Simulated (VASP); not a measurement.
Input:

```yaml
crystal:
  lattice:
    - [5.82902, 0.00000, 0.00000]
    - [0.00000, 5.82902, 0.00000]
    - [0.00000, 0.00000, 5.82902]
  atoms:
    - { symbol: Cs, position: [0.00000, 0.00000, 0.00000] }
    - { symbol: Pb, position: [0.50000, 0.50000, 0.50000] }
    - { symbol: Cl, position: [0.50000, 0.00000, 0.50000] }
    - { symbol: Cl, position: [0.00000, 0.50000, 0.50000] }
    - { symbol: Cl, position: [0.50000, 0.50000, 0.00000] }
```

Calculation: revPBE GGA, VASP's PBE PAW potentials (set 64) (plane waves; VASP). Settings: 520 eV cut-off, 5×5×5 Γ-centred mesh, tetrahedra with Blöchl corrections, potentials Cs_sv Pb_d Cl.

The cores are frozen, which limits the accuracy of field gradients.

**Question.** Give the principal components of the electric field gradient (V/Å²) and the asymmetry η at each nucleus.

**Answer.** 
| atom | Vxx | Vyy | Vzz | η |
|---|---|---|---|---|
| Cs1 | 0.0 | 0.0 | 0.0 | - |
| Pb2 | 0.0 | 0.0 | 0.0 | - |
| Cl3 | -47.6 | -47.6 | 95.3 | 0.00 |
| Cl4 | -47.6 | -47.6 | 95.3 | 0.00 |
| Cl5 | -47.6 | -47.6 | 95.3 | 0.00 |

The compound is CsPbCl3 in the cubic perovskite structure, the ideal cubic form; the compound distorts at low or room temperature. It was relaxed first, which changed the volume by +12 %.
